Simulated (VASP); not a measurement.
## RbPd: single point with PBE

The system is RbPd.

```
CELL_PARAMETERS angstrom
0.00000 3.34402 3.34402
3.34402 0.00000 3.34402
3.34402 3.34402 0.00000
ATOMIC_POSITIONS crystal
Rb 0.50000 0.50000 0.50000
Pd 0.00000 0.00000 0.00000
```

The cell was built by a generator and needn't be a form met in nature.

The cell isn't the ideal one: random cell by space group and Wyckoff sites (Fm-3m, No. 225).

```json
{
 "Program": "VASP 6.6.1",
 "Task": "single point",
 "Functional": "PBE",
 "Potentials or basis": "VASP PAW PBE potentials, release 64 (Rb_sv, Pd)",
 "Cutoff": "520 eV",
 "k mesh": "14 × 14 × 14",
 "Occupations": "gaussian, width 0.1 eV",
 "Spin": "no spin polarisation",
 "Dipole correction": "no",
 "Further INCAR settings": "ALGO = Fast; EDIFF = 1e-06; NBANDS = 16"
}
```

The pressure is 0.0 GPa and the band gap on the k mesh is none (metal or under the smearing width).

Levels at points of the mesh, in eV from the Fermi level:
| k point | band 7 | band 8 | band 9 | band 10 | band 11 | band 12 | band 13 | band 14 |
| --- | --- | --- | --- | --- | --- | --- | --- | --- |
| (0.00, 0.00, 0.00) | -1.18 | -1.16 | -1.16 | -1.16 | 6.07 | 6.07 | 6.07 | 7.46 |
| (0.50, 0.00, 0.00) | -0.97 | -0.83 | -0.83 | 0.62 | 0.80 | 3.99 | 3.99 | 7.72 |
| (0.50, 0.50, 0.00) | -1.05 | -0.82 | -0.82 | -0.02 | 2.34 | 4.38 | 5.20 | 5.20 |

Wall time 4 min on 1 thread of AMD EPYC 7R13 Processor (Zen 3) (shared host), peak memory 0.26 GiB.
